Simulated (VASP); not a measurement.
Output of a VASP run:

File OUTCAR:
```
 ion  position               nearest neighbor table
   1  0.000  0.000  0.000-   2 2.77   3 2.77   4 2.77   2 2.77   3 2.77   2 2.77   4 2.77   2 2.77
                             3 2.77   4 2.77   3 2.77   4 2.77
   2  0.000  0.500  0.500-   1 2.77   3 2.77   4 2.77   1 2.77   4 2.77   1 2.77   3 2.77   1 2.77
                             3 2.77   4 2.77   4 2.77   3 2.77
   3  0.500  0.000  0.500-   1 2.77   2 2.77   4 2.77   1 2.77   4 2.77   2 2.77   4 2.77   4 2.77
                             1 2.77   2 2.77   1 2.77   2 2.77
   4  0.500  0.500  0.000-   1 2.77   2 2.77   3 2.77   2 2.77   3 2.77   1 2.77   3 2.77   3 2.77
                             1 2.77   2 2.77   2 2.77   1 2.77
  LATTYP: Found a simple cubic cell.
 ALAT       =     3.9196643665
 Subroutine PRICEL returns:
 Original cell was already a primitive cell.
 Subroutine GETGRP returns: Found 48 space group operations
The static configuration has the point symmetry O_h .
The dynamic configuration has the point symmetry O_h .
 Subroutine INISYM returns: Found 48 space group operations
 Subroutine IBZKPT returns following result:
 Found     35 irreducible k-points:

 Following reciprocal coordinates:
            Coordinates               Weight
  0.000000  0.000000  0.000000      1.000000
  0.125000  0.000000  0.000000      6.000000
  0.250000  0.000000  0.000000      6.000000
  0.375000  0.000000  0.000000      6.000000
  0.500000  0.000000  0.000000      3.000000
  0.125000  0.125000  0.000000     12.000000
  0.250000  0.125000  0.000000     24.000000
  0.375000  0.125000  0.000000     24.000000
  0.500000  0.125000  0.000000     12.000000
  0.250000  0.250000  0.000000     12.000000
  0.375000  0.250000  0.000000     24.000000
  0.500000  0.250000  0.000000     12.000000
  0.375000  0.375000  0.000000     12.000000
  0.500000  0.375000  0.000000     12.000000
  0.500000  0.500000  0.000000      3.000000
  0.125000  0.125000  0.125000      8.000000
  0.250000  0.125000  0.125000     24.000000
  0.375000  0.125000  0.125000     24.000000
  0.500000  0.125000  0.125000     12.000000
  0.250000  0.250000  0.125000     24.000000
  0.375000  0.250000  0.125000     48.000000
  0.500000  0.250000  0.125000     24.000000
  0.375000  0.375000  0.125000     24.000000
  0.500000  0.375000  0.125000     24.000000
  0.500000  0.500000  0.125000      6.000000
  0.250000  0.250000  0.250000      8.000000
  0.375000  0.250000  0.250000     24.000000
  0.500000  0.250000  0.250000     12.000000
  0.375000  0.375000  0.250000     24.000000
  0.500000  0.375000  0.250000     24.000000
  0.500000  0.500000  0.250000      6.000000
  0.375000  0.375000  0.375000      8.000000
  0.500000  0.375000  0.375000     12.000000
  0.500000  0.500000  0.375000      6.000000
  0.500000  0.500000  0.500000      1.000000
   k-points           NKPTS =     35   k-points in BZ     NKDIM =     35   number of bands    NBANDS=     14
   number of dos      NEDOS =    301   number of ions     NIONS =      4
   total plane-waves  NPLWV =  27000
   dimension x,y,z NGX =    30 NGY =   30 NGZ =   30
   dimension x,y,z NGXF=    60 NGYF=   60 NGZF=   60
   ions per type =               1   3
   PREC   = accura    normal or accurate (medium, high low for compatibility)
   ISTART =      0    job   : 0-new  1-cont  2-samecut
   ICHARG =      2    charge: 1-file 2-atom 10-const
   ISPIN  =      1    spin polarized calculation?
   LNONCOLLINEAR =      F non collinear calculations
   LSORBIT =      F    spin-orbit coupling
   INIWAV =      1    electr: 0-lowe 1-rand  2-diag
   ENCUT  =  500.0 eV  36.75 Ry    6.06 a.u.   7.15  7.15  7.15*2*pi/ulx,y,z
   NELM   =    100;   NELMIN=  2; NELMDL= -5     # of ELM steps
   EDIFF  = 0.1E-05   stopping-criterion for ELM
   LREAL  =      F    real-space projection
   NLSPLINE    = F    spline interpolate recip. space projectors
   LMAXMIX     =    4 max onsite mixed and CHGCAR
   VOSKOWN=      0    Vosko Wilk Nusair interpolation
   EDIFFG = -.2E-01   stopping-criterion for IOM
   NSW    =     40    number of steps for IOM
   NBLOCK =      1;   KBLOCK =     40    inner block; outer block
...
```

File OSZICAR:
```
       N       E                     dE             d eps       ncg     rms          rms(c)
DAV:   1     0.120763415662E+03    0.12076E+03   -0.82723E+03   988   0.129E+03
DAV:   2    -0.134250304875E+02   -0.13419E+03   -0.13232E+03  1004   0.380E+02
DAV:   3    -0.219073106313E+02   -0.84823E+01   -0.81326E+01  1610   0.787E+01
DAV:   4    -0.220168810222E+02   -0.10957E+00   -0.10890E+00  1394   0.867E+00
DAV:   5    -0.220189151073E+02   -0.20341E-02   -0.20330E-02  1348   0.122E+00    0.113E+01
DAV:   6    -0.212195249762E+02    0.79939E+00   -0.39432E+00  1610   0.266E+01    0.434E+00
DAV:   7    -0.211561887732E+02    0.63336E-01   -0.83541E-02  1252   0.260E+00    0.237E+00
DAV:   8    -0.211313686515E+02    0.24820E-01   -0.33033E-02  1574   0.155E+00    0.234E-01
DAV:   9    -0.211309943002E+02    0.37435E-03   -0.28675E-03  1234   0.422E-01    0.120E-01
DAV:  10    -0.211309118088E+02    0.82491E-04   -0.24477E-04  1402   0.126E-01    0.625E-02
DAV:  11    -0.211309111289E+02    0.67987E-06   -0.34803E-05  1510   0.437E-02    0.245E-02
DAV:  12    -0.211309088432E+02    0.22857E-05   -0.89298E-06  1538   0.363E-02    0.503E-03
DAV:  13    -0.211309088183E+02    0.24902E-07   -0.33963E-07   712   0.101E-02
   1 F= -.17372223E+02 E0= -.17371856E+02  d E =-.173722E+02
```

File OUTCAR:
```
------------------------ aborting loop because EDIFF is reached ----------------------------------------
  FORCE on cell =-STRESS in cart. coord.  units (eV):
  Direction    XX          YY          ZZ          XY          YZ          ZX
  --------------------------------------------------------------------------------------
  Total        3.7489830      3.7489830      3.7489830      0.0000000     -0.0000000      0.0000000
  in kB       99.7418488     99.7418488     99.7418488      0.0000000     -0.0000000      0.0000000
  external PRESSURE =      -0.2581512 kB  Pullay stress =     100.0000000 kB
  volume of cell :       60.22
      direct lattice vectors                 reciprocal lattice vectors
     3.919664367  0.000000000  0.000000000     0.255123885  0.000000000  0.000000000
     0.000000000  3.919664367  0.000000000     0.000000000  0.255123885  0.000000000
     0.000000000  0.000000000  3.919664367     0.000000000  0.000000000  0.255123885
 POSITION                                       TOTAL-FORCE (eV/Angst)
 -----------------------------------------------------------------------------------
      0.00000      0.00000      0.00000         0.000000      0.000000      0.000000
      0.00000      1.95983      1.95983         0.000000      0.000000      0.000000
      1.95983      0.00000      1.95983         0.000000      0.000000      0.000000
      1.95983      1.95983      0.00000         0.000000      0.000000      0.000000
 -----------------------------------------------------------------------------------
    total drift:                               -0.000000     -0.000000      0.000000
  FREE ENERGIE OF THE ION-ELECTRON SYSTEM (eV)
  ---------------------------------------------------
  free  energy   TOTEN  =       -21.1309088183 eV

  energy  without entropy=      -21.1298099537  energy(sigma->0) =      -21.13054253
  enthalpy is  TOTEN    =       -17.3722227003 eV   P V=        3.7586861180

 reached required accuracy - stopping structural energy minimisation
```
(Selected blocks of OUTCAR.)

File POSCAR:
```
Al3Sc
1
    3.9196643665     0.0000000000     0.0000000000
    0.0000000000     3.9196643665    -0.0000000000
    0.0000000000    -0.0000000000     3.9196643665
Sc Al
1 3
Direct
  0.0000000000   0.0000000000   0.0000000000
  0.0000000000   0.5000000000   0.5000000000
  0.5000000000   0.0000000000   0.5000000000
  0.5000000000   0.5000000000   0.0000000000
```

Question: Write an INCAR and KPOINTS that could have produced this output.

Answer: One answer among several that fit: the input of the run itself, LDA (Ceperley-Alder, Perdew-Zunger), plane waves, VASP's LDA PAW potentials (set 64).

### KPOINTS
```
K-points
0
Gamma
  8 8 8
```

**INCAR**
```
SYSTEM = Al3Sc
PREC = Accurate; ENCUT = 500; LREAL = .FALSE.
LASPH = .TRUE.
EDIFF = 1E-6; NELM = 100; ALGO = Normal
LMAXMIX = 4
ISMEAR = 1; SIGMA = 0.1
IBRION = 2; NSW = 40; ISIF = 3
EDIFFG = -0.02; PSTRESS = 100
LWAVE = .FALSE.; LCHARG = .FALSE.
```

POTCAR, in this order: Sc_sv Al (LDA.64 set). Program: vasp_std.

The compound is Al3Sc in the L1_2 structure. It was relaxed first under an external pressure of 10 GPa.
